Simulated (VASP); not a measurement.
These are PBE GGA, VASP's PBE PAW potentials (set 64) (plane waves; VASP 6.6.1) values and carry that method's errors.

VASP input:

### INCAR
```
SYSTEM = As
PREC = Accurate
ENCUT = 300
EDIFF = 1E-6
NELM = 100
ALGO = Normal
LREAL = .FALSE.
LASPH = .TRUE.
ISMEAR = -1
SIGMA = 0.05
GGA = PE
LMAXMIX = 4
LWAVE = .FALSE.
LCHARG = .FALSE.
ISIF = 2
```

File KPOINTS:
```
kpoints
0
G
 7 7 7
0 0 0
```

File POSCAR:
```
As
1
    3.6803640000    -1.8800000000     0.0000000000
    3.6803640000     1.8800000000     0.0000000000
    2.7200240000     0.0000000000     3.1114220000
As
2
Direct
  0.2270000000   0.2270000000   0.2270000000
  0.7730000000   0.7730000000   0.7730000000
```

POTCAR, in this order: As (PBE.64 set). Program: vasp_std.

Output

**OSZICAR**
```
       N       E                     dE             d eps       ncg     rms          rms(c)
DAV:   1     0.203813671358E+02    0.20381E+02   -0.32375E+03   800   0.596E+02
DAV:   2    -0.852403611629E+01   -0.28905E+02   -0.28077E+02  1215   0.102E+02
DAV:   3    -0.935566593837E+01   -0.83163E+00   -0.83055E+00   913   0.210E+01
DAV:   4    -0.935957745724E+01   -0.39115E-02   -0.39110E-02   949   0.153E+00
DAV:   5    -0.935958849516E+01   -0.11038E-04   -0.11038E-04   907   0.771E-02    0.338E+00
DAV:   6    -0.934954879787E+01    0.10040E-01   -0.54394E-03   867   0.571E-01    0.203E+00
DAV:   7    -0.934461853586E+01    0.49303E-02   -0.11772E-02   841   0.867E-01    0.854E-02
DAV:   8    -0.934474704382E+01   -0.12851E-03   -0.31922E-04   819   0.132E-01    0.303E-02
DAV:   9    -0.934479067119E+01   -0.43627E-04   -0.62605E-05   858   0.629E-02    0.110E-02
DAV:  10    -0.934479021538E+01    0.45581E-06   -0.41914E-06   888   0.136E-02
   1 F= -.93447902E+01 E0= -.93435631E+01  d E =-.245418E-02
```

**OUTCAR**
```
------------------------ aborting loop because EDIFF is reached ----------------------------------------
  FORCE on cell =-STRESS in cart. coord.  units (eV):
  Direction    XX          YY          ZZ          XY          YZ          ZX
  --------------------------------------------------------------------------------------
  Total        0.7143057      1.0460959      1.0144880      0.0000000      0.0000000     -0.1024071
  in kB       26.5801326     38.9264278     37.7502592      0.0000000      0.0000000     -3.8106840
  external PRESSURE =      34.4189399 kB  Pullay stress =       0.0000000 kB
  volume of cell :       43.06
      direct lattice vectors                 reciprocal lattice vectors
     3.680364000 -1.880000000  0.000000000     0.135856127 -0.265957447 -0.118766251
     3.680364000  1.880000000  0.000000000     0.135856127  0.265957447 -0.118766251
     2.720024000  0.000000000  3.111422000     0.000000000  0.000000000  0.321396455
 POSITION                                       TOTAL-FORCE (eV/Angst)
 -----------------------------------------------------------------------------------
      2.28833      0.00000      0.70629         0.242332      0.000000      0.074796
      7.79242      0.00000      2.40513        -0.242332      0.000000     -0.074796
 -----------------------------------------------------------------------------------
    total drift:                               -0.000000     -0.000000     -0.000000
  FREE ENERGIE OF THE ION-ELECTRON SYSTEM (eV)
  ---------------------------------------------------
  free  energy   TOTEN  =        -9.3447902154 eV

  energy  without entropy=       -9.3423360375  energy(sigma->0) =       -9.34356313
```
(Selected blocks of OUTCAR.)

The structure is a typed As crystal (R-3m). The cell was not relaxed at this level.
